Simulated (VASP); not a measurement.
TaTi3, 4 atoms in the cell. The typed cell holds 4 atoms: a = 4.133 Å, b = 4.133 Å, c = 4.133 Å, α = 90.00°, β = 90.00°, γ = 90.00°. The cell comes from a database or a generator and needn't be the stable form of this composition. The cell isn't the ideal one: atoms moved at random, drawn with an rms of 0.05 Å.

| Item | Value |
| --- | --- |
| Program | VASP 6.6.1 |
| Task | single point |
| Functional | PBEsol |
| Potentials or basis | VASP PAW PBE potentials, release 64 (Ta_pv, Ti_sv) |
| Cutoff | 520 eV |
| k mesh | 7 × 7 × 7 |
| Occupations | fermi-dirac, width 0.05 eV |
| Spin | no spin polarisation |
| Ladder | free |
| Further INCAR settings | ALGO = Normal; EDIFF = 1e-07; NBANDS = 32 |

Potentials or basis: VASP PAW PBE potentials, release 64 (Ta_pv, Ti_sv).

Launch:

```console
$ cat potpaw_PBE.64/Ta_pv/POTCAR potpaw_PBE.64/Ti_sv/POTCAR > POTCAR
$ mpirun -np 1 vasp_std > vasp.out
```

Hardware: 1 thread of Intel(R) Xeon(R) Platinum 8488C (Sapphire Rapids), on a shared host.

Task: How long does it take, and how much memory?

Result: It took 4.6 min on 1 thread of Intel(R) Xeon(R) Platinum 8488C (Sapphire Rapids), with other jobs on the host, peak memory 0.42 GiB. Counts: scf iterations 19, k points 172.
